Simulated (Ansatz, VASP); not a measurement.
**LiH: VASP beside Ansatz**

Wanted: the spread between two codes on one cell, functional and k mesh. The cell is taken from a series of runs on this material, whose earlier steps may have relaxed, scaled, displaced or heated it; both programs get it as it stands.

Method: plane waves, with VASP 6.6.1 beside it; zone-centre phonons at LDA, in Ansatz 0.2.0.

## Step 1: Starting point

Symmetry: Fm-3m, No. 225, cubic system. Conventional cell: a = 3.909 Å, b = 3.909 Å, c = 3.909 Å, α = 90.00°, β = 90.00°, γ = 90.00°. Nearest to Li lie 6 H at 1.95 Å. Nearest to H lie 6 Li at 1.95 Å. Farther neighbours are not listed.

## Step 2: VASP: zone-centre phonons, LDA

Second derivatives magnify differences that forces hide, and they need a tight electronic threshold.

Lines of VASP's logs that name or quote its potential files are left out, and so is its time.

Contents of INCAR:

```
SYSTEM = LiH
PREC = Accurate
ENCUT = 750
EDIFF = 1E-08
NELM = 120
ISMEAR = 0
SIGMA = 0.01
LREAL = .FALSE.
ALGO = Normal
GGA = CA
NBANDS = 8
LORBIT = 11
LWAVE = .FALSE.
LCHARG = .FALSE.
ISIF = 2
IBRION = 8
LEPSILON = .TRUE.
LASPH = .TRUE.
GGA_COMPAT = .FALSE.
EFERMI = MIDGAP
KPAR = 2
```

Contents of POSCAR:

```
LiH
1.0
    0.0000000000      1.9544637562      1.9544637562
    1.9544637562      0.0000000000      1.9544637562
    1.9544637562      1.9544637562      0.0000000000
Li H
1 1
Direct
    0.0000000000      0.0000000000      0.0000000000
    0.5000000000      0.5000000000      0.5000000000
```

Contents of KPOINTS:

```
Automatic mesh
0
Gamma
12 12 12
0 0 0
```

Potentials, in the order of the species: Li_sv and H (LDA family, release 64).

Command:

```sh
mpirun -np 2 vasp_std
```

Log:

```text
[banner, memory and clock lines left out]
running    2 mpi-ranks, on    1 nodes
 distrk:  each k-point on    1 cores,    2 groups
 distr:  one band on    1 cores,    1 groups

 POSCAR found type information on POSCAR LiH
 POSCAR found :  2 types and       2 ions
 LDA part: xc-table for (Slater(with rela. corr.)+CA(PZ))
 , standard interpolation
 POSCAR, INCAR and KPOINTS ok, starting setup
 FFT: planning ... GRIDC
 FFT: planning ... GRID_SOFT
 FFT: planning ... GRID
 WAVECAR not read
 entering main loop
       N       E                     dE             d eps       ncg     rms          rms(c)
DAV:   1    -0.127246767011E+01   -0.12725E+01   -0.19174E+03  1160   0.595E+02
DAV:   2    -0.669460442636E+01   -0.54221E+01   -0.50205E+01  1592   0.541E+01
DAV:   3    -0.675504825103E+01   -0.60444E-01   -0.60444E-01  1432   0.618E+00
DAV:   4    -0.675522991347E+01   -0.18166E-03   -0.18166E-03  1720   0.306E-01
DAV:   5    -0.675523033993E+01   -0.42646E-06   -0.42646E-06  1536   0.961E-03    0.286E+00
DAV:   6    -0.656160938606E+01    0.19362E+00   -0.17325E-01  1360   0.136E+00    0.141E+00
DAV:   7    -0.649562570513E+01    0.65984E-01   -0.21052E-01  1584   0.163E+00    0.207E-01
DAV:   8    -0.649633987640E+01   -0.71417E-03   -0.29596E-03  1232   0.411E-01    0.463E-02
DAV:   9    -0.649627369030E+01    0.66186E-04   -0.23243E-04  1704   0.683E-02    0.383E-03
DAV:  10    -0.649627341278E+01    0.27752E-06   -0.43638E-06  1384   0.175E-02    0.271E-03
DAV:  11    -0.649627345668E+01   -0.43899E-07   -0.79878E-08  1816   0.162E-03    0.270E-04
DAV:  12    -0.649627345282E+01    0.38670E-08   -0.27751E-09  1144   0.424E-04
   1 F= -.64962735E+01 E0= -.64962735E+01  d E =0.000000E+00
 Linear response reoptimize wavefunctions to high precision
DAV:   1    -0.649627345312E+01   -0.30067E-09   -0.21426E-09  1600   0.230E-04
DAV:   2    -0.649627345312E+01   -0.48317E-11   -0.48356E-11   784   0.599E-05
 Linear response G [H, r] |phi>, progress :
  Direction:   1
       N       E                     dE             d eps       ncg     rms
RMM:   1    -0.843894553592E+01   -0.84389E+01    0.61016E+02  1476   0.211E+02
RMM:   2    -0.129307583255E+02   -0.44918E+01   -0.52730E+00  2505   0.138E+01
RMM:   3    -0.130726016902E+02   -0.14184E+00   -0.51876E-01  2682   0.297E+00
RMM:   4    -0.130803665257E+02   -0.77648E-02   -0.12251E-02  2629   0.495E-01
RMM:   5    -0.130807523270E+02   -0.38580E-03   -0.79972E-04  2621   0.125E-01
RMM:   6    -0.130807759649E+02   -0.23638E-04   -0.68191E-05  2590   0.347E-02
RMM:   7    -0.130807783087E+02   -0.23438E-05   -0.48425E-06  2650   0.103E-02
RMM:   8    -0.130807784207E+02   -0.11195E-06    0.23080E-06  2624   0.348E-03
RMM:   9    -0.130807784407E+02   -0.19989E-07   -0.16948E-05  2566   0.135E-03
RMM:  10    -0.130807784642E+02   -0.23512E-07   -0.65949E-06  2448   0.573E-04
RMM:  11    -0.130807784698E+02   -0.55708E-08   -0.86321E-06  2227   0.282E-04
RMM:  12    -0.130807784154E+02    0.54309E-07   -0.17155E-06  1963   0.163E-04
RMM:  13    -0.130807783751E+02    0.40300E-07   -0.86803E-07  1806   0.119E-04
RMM:  14    -0.130807783752E+02   -0.49754E-10   -0.15088E-06  1601   0.103E-04
RMM:  15    -0.130807783752E+02    0.18622E-10   -0.66937E-07  1480   0.959E-05
RMM:  16    -0.130807783752E+02    0.79243E-11   -0.77408E-07  1390   0.948E-05
RMM:  17    -0.130807783752E+02    0.13483E-10    0.13110E-07  1341   0.944E-05
 Linear response G [H, r] |phi>, progress :
  Direction:   2
       N       E                     dE             d eps       ncg     rms
RMM:   1    -0.686958531609E+01   -0.68696E+01    0.90488E+02  1431   0.263E+02
RMM:   2    -0.110255262135E+02   -0.41559E+01   -0.61785E+00  2481   0.150E+01
RMM:   3    -0.111623022692E+02   -0.13678E+00   -0.60669E-01  2675   0.335E+00
RMM:   4    -0.111712608245E+02   -0.89586E-02   -0.15372E-02  2628   0.521E-01
RMM:   5    -0.111717042874E+02   -0.44346E-03   -0.13514E-03  2629   0.145E-01
RMM:   6    -0.111717371252E+02   -0.32838E-04   -0.59739E-05  2606   0.360E-02
RMM:   7    -0.111717396494E+02   -0.25242E-05   -0.65685E-06  2649   0.124E-02
RMM:   8    -0.111717398748E+02   -0.22538E-06    0.32300E-07  2675   0.391E-03
RMM:   9    -0.111717398937E+02   -0.18910E-07    0.69417E-06  2553   0.156E-03
RMM:  10    -0.111717398845E+02    0.91277E-08   -0.19831E-05  2437   0.614E-04
RMM:  11    -0.111717398680E+02    0.16540E-07   -0.50531E-06  2226   0.285E-04
RMM:  12    -0.111717398285E+02    0.39520E-07   -0.79273E-07  1966   0.144E-04
RMM:  13    -0.111717398163E+02    0.12218E-07   -0.20795E-07  1776   0.932E-05
RMM:  14    -0.111717398163E+02   -0.22073E-10   -0.48236E-07  1622   0.707E-05
RMM:  15    -0.111717398163E+02   -0.10019E-11   -0.53802E-07  1489   0.635E-05
RMM:  16    -0.111717398163E+02    0.27001E-12   -0.48628E-07  1390   0.615E-05
RMM:  17    -0.111717398163E+02   -0.19433E-11   -0.47097E-07  1340   0.614E-05
RMM:  18    -0.111717398163E+02    0.95035E-12   -0.18968E-07  1304   0.615E-05
[...]
RMM:  10    -0.984717293018E-01    0.21242E-08   -0.41292E-06  2030   0.943E-05
RMM:  11    -0.984717234567E-01    0.58452E-08   -0.26619E-06  1683   0.407E-05
RMM:  12    -0.984717131746E-01    0.10282E-07   -0.65741E-07  1438   0.254E-05
RMM:  13    -0.984717125419E-01    0.63266E-09   -0.24160E-07  1347   0.223E-05
[...]
Linear response to external field, progress :
  Direction:   1
       N       E                     dE             d eps       ncg     rms          rms(c)
RMM:   1    -0.152818853507E+00   -0.15282E+00   -0.37770E-01  5818   0.327E+00
RMM:   2    -0.168505218825E+00   -0.15686E-01   -0.70801E-03  5641   0.682E-01    0.512E-01
RMM:   3    -0.169474587365E+00   -0.96937E-03   -0.32039E-03  5682   0.331E-01    0.302E-01
RMM:   4    -0.180618408616E+00   -0.11144E-01   -0.19289E-03  5367   0.257E-01    0.186E-02
RMM:   5    -0.181483172505E+00   -0.86476E-03   -0.23443E-04  5929   0.783E-02    0.727E-03
RMM:   6    -0.181458158526E+00    0.25014E-04   -0.21404E-05  5901   0.196E-02    0.134E-03
RMM:   7    -0.181438945433E+00    0.19213E-04   -0.15943E-05  6076   0.610E-03    0.345E-04
RMM:   8    -0.181432363749E+00    0.65817E-05   -0.61236E-06  6192   0.195E-03    0.594E-05
RMM:   9    -0.181430029305E+00    0.23344E-05   -0.15715E-05  6188   0.704E-04    0.161E-05
RMM:  10    -0.181430216158E+00   -0.18685E-06   -0.13605E-05  5320   0.247E-04    0.193E-06
 change of polarisation eV/A/(eV/A) component  1 :     0.332    -0.055    -0.040
 dielectric tensor                  component  1 :     5.022    -0.666    -0.479
 Linear response to external field, progress :
  Direction:   2
       N       E                     dE             d eps       ncg     rms          rms(c)
RMM:   1    -0.152818852142E+00   -0.15282E+00   -0.37770E-01  5830   0.327E+00
RMM:   2    -0.168505183881E+00   -0.15686E-01   -0.70798E-03  5666   0.682E-01    0.512E-01
RMM:   3    -0.169474563689E+00   -0.96938E-03   -0.32048E-03  5713   0.332E-01    0.302E-01
RMM:   4    -0.180618502185E+00   -0.11144E-01   -0.19301E-03  5395   0.257E-01    0.186E-02
RMM:   5    -0.181483943835E+00   -0.86544E-03   -0.23451E-04  5948   0.783E-02    0.727E-03
RMM:   6    -0.181458221295E+00    0.25723E-04   -0.21423E-05  5920   0.196E-02    0.135E-03
RMM:   7    -0.181438916956E+00    0.19304E-04   -0.20178E-06  6117   0.614E-03    0.340E-04
RMM:   8    -0.181432253253E+00    0.66637E-05   -0.19456E-05  6182   0.202E-03    0.600E-05
RMM:   9    -0.181430168106E+00    0.20851E-05   -0.11660E-05  6199   0.695E-04    0.169E-05
RMM:  10    -0.181430215169E+00   -0.47063E-07   -0.13277E-05  5321   0.246E-04    0.272E-06
 change of polarisation eV/A/(eV/A) component  2 :    -0.034     0.332    -0.002
 dielectric tensor                  component  2 :    -0.413     5.022    -0.024
 Linear response to external field, progress :
  Direction:   3
       N       E                     dE             d eps       ncg     rms          rms(c)
RMM:   1    -0.152818852160E+00   -0.15282E+00   -0.37770E-01  5829   0.327E+00
RMM:   2    -0.168505183906E+00   -0.15686E-01   -0.70798E-03  5664   0.682E-01    0.512E-01
RMM:   3    -0.169474564021E+00   -0.96938E-03   -0.32047E-03  5707   0.332E-01    0.302E-01
RMM:   4    -0.180618402183E+00   -0.11144E-01   -0.19299E-03  5388   0.257E-01    0.186E-02
RMM:   5    -0.181483886957E+00   -0.86548E-03   -0.23453E-04  5955   0.783E-02    0.727E-03
RMM:   6    -0.181458195942E+00    0.25691E-04   -0.21625E-05  5911   0.196E-02    0.135E-03
RMM:   7    -0.181439131068E+00    0.19065E-04    0.10216E-05  6075   0.607E-03    0.340E-04
RMM:   8    -0.181432264465E+00    0.68666E-05   -0.13128E-06  6215   0.195E-03    0.588E-05
RMM:   9    -0.181430071884E+00    0.21926E-05   -0.77139E-06  6191   0.683E-04    0.164E-05
RMM:  10    -0.181430196046E+00   -0.12416E-06   -0.87750E-06  5287   0.233E-04    0.204E-06
 change of polarisation eV/A/(eV/A) component  3 :    -0.005    -0.019     0.332
 dielectric tensor                  component  3 :    -0.066    -0.236     5.022
 Linear response DOF=           2
 Linear response progress:
  Degree of freedom:   1/  2
       N       E                     dE             d eps       ncg     rms          rms(c)
RMM:   1    -0.169011132443E+00   -0.16901E+00    0.55037E+00  3255   0.225E+01
RMM:   2    -0.176628772033E+00   -0.76176E-02   -0.15811E-02  4545   0.120E+00    0.498E-02
RMM:   3    -0.176659768006E+00   -0.30996E-04   -0.81031E-04  5440   0.211E-01    0.246E-02
RMM:   4    -0.176621111374E+00    0.38657E-04   -0.84100E-05  5539   0.597E-02    0.459E-03
RMM:   5    -0.176620059791E+00    0.10516E-05   -0.40693E-06  5807   0.135E-02    0.793E-04
RMM:   6    -0.176628664537E+00   -0.86047E-05   -0.33469E-07  5733   0.317E-03    0.474E-04
RMM:   7    -0.176638447307E+00   -0.97828E-05   -0.29700E-08  5538   0.112E-03    0.140E-04
RMM:   8    -0.176637533506E+00    0.91380E-06    0.12428E-08  5849   0.420E-04    0.140E-05
RMM:   9    -0.176637278477E+00    0.25503E-06    0.12715E-08  6066   0.158E-04    0.361E-06
RMM:  10    -0.176637299216E+00   -0.20739E-07   -0.23770E-09  6356   0.699E-05    0.265E-06
RMM:  11    -0.176637338092E+00   -0.38875E-07   -0.15586E-09  6131   0.342E-05    0.420E-07
RMM:  12    -0.176637343794E+00   -0.57022E-08   -0.77139E-09  5508   0.219E-05    0.140E-07
 first order change of Fermi-energy   0.47971E-03
 force on displaced ion       1 direction 1 :  -1.357   0.000   0.000
 Born effective charge ion    1 direction 1 :   1.026   0.000   0.000
 Linear response progress:
  Degree of freedom:   2/  2
       N       E                     dE             d eps       ncg     rms          rms(c)
RMM:   1    -0.154579820078E-01   -0.15458E-01   -0.58483E-03  5647   0.590E-01
RMM:   2    -0.158177947333E-01   -0.35981E-03   -0.46920E-04  5335   0.964E-02    0.102E-01
RMM:   3    -0.162653812506E-01   -0.44759E-03   -0.61357E-05  5180   0.369E-02    0.593E-02
RMM:   4    -0.172320252775E-01   -0.96664E-03   -0.36555E-05  4869   0.339E-02    0.166E-03
RMM:   5    -0.172445100333E-01   -0.12485E-04   -0.17140E-06  5616   0.684E-03    0.894E-04
RMM:   6    -0.172412198281E-01    0.32902E-05   -0.15567E-07  5677   0.173E-03    0.784E-05
RMM:   7    -0.172417215305E-01   -0.50170E-06   -0.84466E-09  5926   0.435E-04    0.576E-05
RMM:   8    -0.172410094540E-01    0.71208E-06   -0.11830E-08  5978   0.129E-04    0.590E-06
RMM:   9    -0.172409874143E-01    0.22040E-07   -0.34687E-08  6130   0.401E-05    0.380E-06
RMM:  10    -0.172409207335E-01    0.66681E-07   -0.42641E-08  6136   0.148E-05    0.211E-07
RMM:  11    -0.172409219835E-01   -0.12500E-08   -0.17625E-08  5626   0.610E-06    0.214E-07
 first order change of Fermi-energy  -0.10970E-02
 force on displaced ion       2 direction 1 :  -1.358   0.000   0.000
 Born effective charge ion    2 direction 1 :  -1.027   0.000   0.000
 Born effective charges drift removed
 Linear response finished
```

OUTCAR, selected parts (step 2):

```text
ion  position               nearest neighbor table
   1  0.000  0.000  0.000-
   2  0.500  0.500  0.500-

  LATTYP: Found a face centered cubic cell.
 ALAT       =     3.9089275124

 Subroutine GETGRP returns: Found 48 space group operations
 (whereof 48 operations were pure point group operations)

The static configuration has the point symmetry O_h .

 Found     72 irreducible k-points:

   k-points           NKPTS =     72   k-points in BZ     NKDIM =     72   number of bands    NBANDS=      8

   dimension x,y,z NGX =    28 NGY =   28 NGZ =   28
   dimension x,y,z NGXF=    56 NGYF=   56 NGZF=   56

   ENCUT  =  750.0 eV  55.12 Ry    7.42 a.u.   6.17  6.17  6.17*2*pi/ulx,y,z

   NELECT =       4.0000    total number of electrons

 k-points in reciprocal lattice and weights: Automatic mesh
   0.00000000  0.00000000  0.00000000       0.001
   0.08333333  0.00000000  0.00000000       0.005
   0.16666667  0.00000000  0.00000000       0.005
   0.25000000  0.00000000  0.00000000       0.005
   0.33333333  0.00000000  0.00000000       0.005
   0.41666667  0.00000000  0.00000000       0.005
   0.50000000  0.00000000  0.00000000       0.002
   0.08333333  0.08333333  0.00000000       0.003
   0.16666667  0.08333333  0.00000000       0.014
[...]
-0.33333333  0.50000000  0.16666667       0.007
  -0.25000000  0.50000000  0.25000000       0.003

 average (electrostatic) potential at core
       1 -65.5803       2 -33.3322

  Total       -0.0166104     -0.0166104     -0.0166104      0.0000000     -0.0000000      0.0000000
  in kB       -1.7822855     -1.7822855     -1.7822855      0.0000000     -0.0000000      0.0000000
  external PRESSURE =      -1.7822855 kB  Pullay stress =       0.0000000 kB

  energy-cutoff  :      750.00
  volume of cell :       14.93
      direct lattice vectors                 reciprocal lattice vectors
     0.000000000  1.954463756  1.954463756    -0.255824647  0.255824647  0.255824647
     1.954463756  0.000000000  1.954463756     0.255824647 -0.255824647  0.255824647
     1.954463756  1.954463756  0.000000000     0.255824647  0.255824647 -0.255824647

 POSITION                                       TOTAL-FORCE (eV/Angst)
 -----------------------------------------------------------------------------------
      0.00000      0.00000      0.00000        -0.000000      0.000000     -0.000000
      1.95446      1.95446      1.95446         0.000000     -0.000000      0.000000
 -----------------------------------------------------------------------------------
    total drift:                                0.000000      0.000000      0.000000

 MACROSCOPIC STATIC DIELECTRIC TENSOR (including local field effects in DFT)
 ------------------------------------------------------
           5.022270     0.000000     0.000000
          -0.000000     5.022270     0.000000
          -0.000000    -0.000000     5.022270
 ------------------------------------------------------

 PIEZOELECTRIC TENSOR (including local field effects)  for field in x, y, z        (C/m^2)
          XX          YY          ZZ          XY          YZ          ZX
  --------------------------------------------------------------------------------
  x     0.00000     0.00000     0.00000     0.00000     0.00000     0.00000
  y     0.00000     0.00000     0.00000     0.00000     0.00000     0.00000
  z     0.00000     0.00000     0.00000     0.00000     0.00000     0.00000

 BORN EFFECTIVE CHARGES (including local field effects) (in |e|, cummulative output)
 ---------------------------------------------------------------------------------
 ion    1
    1     1.02670    -0.00000     0.00000
    2     0.00000     1.02670     0.00000
    3    -0.00000    -0.00000     1.02670
 ion    2
    1    -1.02670     0.00000    -0.00000
    2     0.00000    -1.02670    -0.00000
    3     0.00000     0.00000    -1.02670

 Eigenvectors and eigenvalues of the dynamical matrix
 ----------------------------------------------------

   1 f  =   19.474213 THz   122.360089 2PiTHz  649.589826 cm-1    80.538838 meV
             X         Y         Z           dx          dy          dz
      0.000000  0.000000  0.000000     0.353188    0.000000    0.000000
      1.954464  1.954464  1.954464    -0.935552    0.000000    0.000000

   2 f  =   19.474213 THz   122.360089 2PiTHz  649.589826 cm-1    80.538838 meV
             X         Y         Z           dx          dy          dz
      0.000000  0.000000  0.000000     0.000000    0.089275   -0.341719
      1.954464  1.954464  1.954464     0.000000   -0.236479    0.905172

   3 f  =   19.474213 THz   122.360089 2PiTHz  649.589826 cm-1    80.538838 meV
             X         Y         Z           dx          dy          dz
      0.000000  0.000000  0.000000     0.000000    0.341719    0.089275
      1.954464  1.954464  1.954464     0.000000   -0.905172   -0.236479

   4 f/i=    0.003015 THz     0.018944 2PiTHz    0.100568 cm-1     0.012469 meV
             X         Y         Z           dx          dy          dz
      0.000000  0.000000  0.000000     0.000000   -0.115805    0.928357
      1.954464  1.954464  1.954464     0.000000   -0.043718    0.350472

   5 f/i=    0.003015 THz     0.018944 2PiTHz    0.100568 cm-1     0.012469 meV
             X         Y         Z           dx          dy          dz
      0.000000  0.000000  0.000000    -0.815907    0.454251    0.056664
      1.954464  1.954464  1.954464    -0.308019    0.171488    0.021392

   6 f/i=    0.003015 THz     0.018944 2PiTHz    0.100568 cm-1     0.012469 meV
             X         Y         Z           dx          dy          dz
      0.000000  0.000000  0.000000     0.457771    0.809632    0.100995
      1.954464  1.954464  1.954464     0.172817    0.305651    0.038127

 MACROSCOPIC STATIC DIELECTRIC TENSOR IONIC CONTRIBUTION
 ------------------------------------------------------
           9.409998    -0.000000     0.000000
          -0.000000     9.409998     0.000000
           0.000000     0.000000     9.409998
 ------------------------------------------------------

 ELASTIC MODULI CONTR FROM IONIC RELAXATION (kBar)
 Direction    XX          YY          ZZ          XY          YZ          ZX
 --------------------------------------------------------------------------------
 XX           0.0000      0.0000      0.0000      0.0000      0.0000      0.0000
 YY           0.0000      0.0000      0.0000      0.0000      0.0000      0.0000
 ZZ           0.0000      0.0000      0.0000      0.0000      0.0000      0.0000
 XY           0.0000      0.0000      0.0000      0.0000      0.0000      0.0000
 YZ           0.0000      0.0000      0.0000      0.0000      0.0000      0.0000
 ZX           0.0000      0.0000      0.0000      0.0000      0.0000      0.0000
 --------------------------------------------------------------------------------

 PIEZOELECTRIC TENSOR IONIC CONTR  for field in x, y, z        (C/m^2)
          XX          YY          ZZ          XY          YZ          ZX
  --------------------------------------------------------------------------------
  x     0.00000     0.00000     0.00000     0.00000     0.00000     0.00000
  y     0.00000     0.00000     0.00000     0.00000     0.00000     0.00000
  z     0.00000     0.00000     0.00000     0.00000     0.00000     0.00000
```

(Part 1 of 2 ends here.)

[Lines on the potential files, build, host, timing and source positions are cut from VASP's logs without a mark.]

[Logs are printed without paths, hosts, clocks, repeated set-up lines and the standing remarks that a program may print on its own settings, such as how far it seeks lower states.]

[Hosts, paths, dates, database ids (printed as entryN), source tags and the programs' standing remarks are cut or masked in the printed files.]
